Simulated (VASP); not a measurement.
Computed with PBE GGA, VASP's PBE PAW potentials (set 64) (plane waves; VASP 6.6.1).

Input for VASP

File KPOINTS:
```
Regular mesh
0
Gamma
 9 9 9
```

INCAR:
```
! general
SYSTEM  = SrO
PREC    = Accurate
ENCUT   = 520
LREAL   = .FALSE.
LASPH   = .TRUE.

! electronic loop
EDIFF   = 1E-7
NELM    = 100
ALGO    = Normal
LMAXMIX = 4

! smearing
ISMEAR  = 0
SIGMA   = 0.05

! functional
GGA     = PE

! ions
ISIF    = 2

! output
LWAVE   = .FALSE.
LCHARG  = .FALSE.
```

POSCAR:
```
SrO
1
    0.0000000000     2.6281632655     2.6281632655
    2.6281632655     0.0000000000     2.6281632655
    2.6281632655     2.6281632655     0.0000000000
Sr O
1 1
Direct
  0.0000000000   0.0000000000   0.0000000000
  0.5000000000   0.5000000000   0.5000000000
```

POTCAR, in this order: Sr_sv O (PBE.64 set). Program: vasp_std.

What VASP printed:

### OUTCAR
```
 ion  position               nearest neighbor table
   1  0.000  0.000  0.000-   2 2.63   2 2.63   2 2.63   2 2.63   2 2.63   2 2.63
   2  0.500  0.500  0.500-   1 2.63   1 2.63   1 2.63   1 2.63   1 2.63   1 2.63
  LATTYP: Found a face centered cubic cell.
 ALAT       =     5.2563265310
 Subroutine PRICEL returns:
 Original cell was already a primitive cell.
 Subroutine GETGRP returns: Found 48 space group operations
The static configuration has the point symmetry O_h .
The dynamic configuration has the point symmetry O_h .
 Subroutine INISYM returns: Found 48 space group operations
 Subroutine IBZKPT returns following result:
 Found     35 irreducible k-points:

 Following reciprocal coordinates:
            Coordinates               Weight
  0.000000  0.000000  0.000000      1.000000
  0.111111  0.000000  0.000000      8.000000
  0.222222  0.000000  0.000000      8.000000
  0.333333  0.000000  0.000000      8.000000
  0.444444  0.000000  0.000000      8.000000
  0.111111  0.111111  0.000000      6.000000
  0.222222  0.111111  0.000000     24.000000
  0.333333  0.111111  0.000000     24.000000
  0.444444  0.111111  0.000000     24.000000
 -0.444444  0.111111  0.000000     24.000000
 -0.333333  0.111111  0.000000     24.000000
 -0.222222  0.111111  0.000000     24.000000
 -0.111111  0.111111  0.000000     12.000000
  0.222222  0.222222  0.000000      6.000000
  0.333333  0.222222  0.000000     24.000000
  0.444444  0.222222  0.000000     24.000000
 -0.444444  0.222222  0.000000     24.000000
 -0.333333  0.222222  0.000000     24.000000
 -0.222222  0.222222  0.000000     12.000000
  0.333333  0.333333  0.000000      6.000000
  0.444444  0.333333  0.000000     24.000000
 -0.444444  0.333333  0.000000     24.000000
 -0.333333  0.333333  0.000000     12.000000
  0.444444  0.444444  0.000000      6.000000
...
```

File OSZICAR:
```
       N       E                     dE             d eps       ncg     rms          rms(c)
DAV:   1     0.776223231205E+02    0.77622E+02   -0.87272E+03   840   0.129E+03
DAV:   2    -0.105147462095E+02   -0.88137E+02   -0.81825E+02  1112   0.247E+02
DAV:   3    -0.141437378222E+02   -0.36290E+01   -0.36070E+01  1088   0.499E+01
DAV:   4    -0.142467361292E+02   -0.10300E+00   -0.10294E+00  1180   0.745E+00
DAV:   5    -0.142480390867E+02   -0.13030E-02   -0.13029E-02  1100   0.728E-01    0.149E+01
DAV:   6    -0.121830678719E+02    0.20650E+01   -0.10737E+01   984   0.238E+01    0.180E+01
DAV:   7    -0.120545416022E+02    0.12853E+00   -0.67590E-01  1032   0.708E+00    0.101E+01
DAV:   8    -0.120463182714E+02    0.82233E-02   -0.14006E-01   884   0.419E+00    0.798E-01
DAV:   9    -0.120471752917E+02   -0.85702E-03   -0.12405E-02  1176   0.940E-01    0.226E-01
DAV:  10    -0.120478422993E+02   -0.66701E-03   -0.11586E-03   892   0.332E-01    0.801E-02
DAV:  11    -0.120479952295E+02   -0.15293E-03   -0.19688E-04   984   0.124E-01    0.516E-02
DAV:  12    -0.120480102187E+02   -0.14989E-04   -0.21909E-05   984   0.449E-02    0.305E-02
DAV:  13    -0.120480098097E+02    0.40903E-06   -0.28353E-06  1036   0.207E-02    0.354E-03
DAV:  14    -0.120480096300E+02    0.17970E-06   -0.33286E-07   988   0.543E-03    0.980E-04
DAV:  15    -0.120480095888E+02    0.41148E-07   -0.30018E-08   560   0.174E-03
   1 F= -.12048010E+02 E0= -.12048010E+02  d E =-.218308E-11
```

File OUTCAR:
```
------------------------ aborting loop because EDIFF is reached ----------------------------------------
  FORCE on cell =-STRESS in cart. coord.  units (eV):
  Direction    XX          YY          ZZ          XY          YZ          ZX
  --------------------------------------------------------------------------------------
  Total       -0.5261991     -0.5261991     -0.5261991      0.0000000      0.0000000      0.0000000
  in kB      -23.2206104    -23.2206104    -23.2206104      0.0000000      0.0000000      0.0000000
  external PRESSURE =     -23.2206104 kB  Pullay stress =       0.0000000 kB
  volume of cell :       36.31
      direct lattice vectors                 reciprocal lattice vectors
     0.000000000  2.628163266  2.628163266    -0.190246933  0.190246933  0.190246933
     2.628163266  0.000000000  2.628163266     0.190246933 -0.190246933  0.190246933
     2.628163266  2.628163266  0.000000000     0.190246933  0.190246933 -0.190246933
  FREE ENERGIE OF THE ION-ELECTRON SYSTEM (eV)
  ---------------------------------------------------
  free  energy   TOTEN  =       -12.0480095888 eV

  energy  without entropy=      -12.0480095888  energy(sigma->0) =      -12.04800959
```
(Selected blocks of OUTCAR.)

The compound is SrO in the rock salt structure. This cell is one point of a volume scan, at 1.03 of the reference volume.
